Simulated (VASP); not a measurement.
An input for Ansatz (written as the equivalent of a VASP run, and not itself run):

Ansatz 0.2 input:
```yaml
crystal:
  lattice:
    - [2.9500000, 0.0000000, 0.0000000]
    - [0.0000000, 2.9500000, 0.0000000]
    - [0.0000000, 0.0000000, 2.9500000]
  atoms:
    - { symbol: Zn, position: [0.5000000, 0.5000000, 0.5000000] }
    - { symbol: Cu, position: [0.0000000, 0.0000000, 0.0000000] }
kpoints:
  mp_grid: { grid: [5, 5, 5] }
hamiltonian:
  xc: pbe
  pseudopotentials: { kind: paw }
scf:
  occupations: { method: methfessel_paxton, width: 0.1 }
  max_iter: 100
output: { forces: true, stress: true, eigenvalues: true }
```

**Question.** Write the VASP files for the same calculation (PBE).

**Answer.** Several could match; the one computed here: 
**INCAR**
```
# general
SYSTEM  = CuZn
PREC    = Accurate
ENCUT   = 400
LREAL   = .False.
LASPH   = .True.

# electronic loop
EDIFF   = 1E-6
NELM    = 100
ALGO    = Normal
LMAXMIX = 4

# smearing
ISMEAR  = 1
SIGMA   = 0.1

# functional
GGA     = PE

# ions
ISIF    = 2

# output
LWAVE   = .False.
LCHARG  = .False.
```

### KPOINTS
```
Automatic mesh
0
Monkhorst-Pack
5 5 5
0 0 0
```

File POSCAR:
```
CuZn
1
    2.9500000000     0.0000000000     0.0000000000
    0.0000000000     2.9500000000     0.0000000000
    0.0000000000     0.0000000000     2.9500000000
Zn Cu
1 1
Direct
  0.5000000000   0.5000000000   0.5000000000
  0.0000000000   0.0000000000   0.0000000000
```

POTCAR, in this order: Zn Cu (PBE.64 set). Program: vasp_std.

Limits of the translation: each code has its own PAW files, so the cut-off isn't converted (ENCUT is set for VASP's; basis.ecutwfc is left out, and Ansatz then takes the one that its files recommend); Ansatz stops its SCF on the density residual and VASP on the energy change (EDIFF).

The compound is CuZn in the CsCl type structure. The cell was not relaxed at this level. The k-mesh is coarse (spacing up to 0.43 per Å, 2π included), so the numbers may not be converged in it. The run is one of a series of settings (KPOINTS 5×5×5 Monkhorst-Pack mesh against the base run), some of them coarse on purpose.
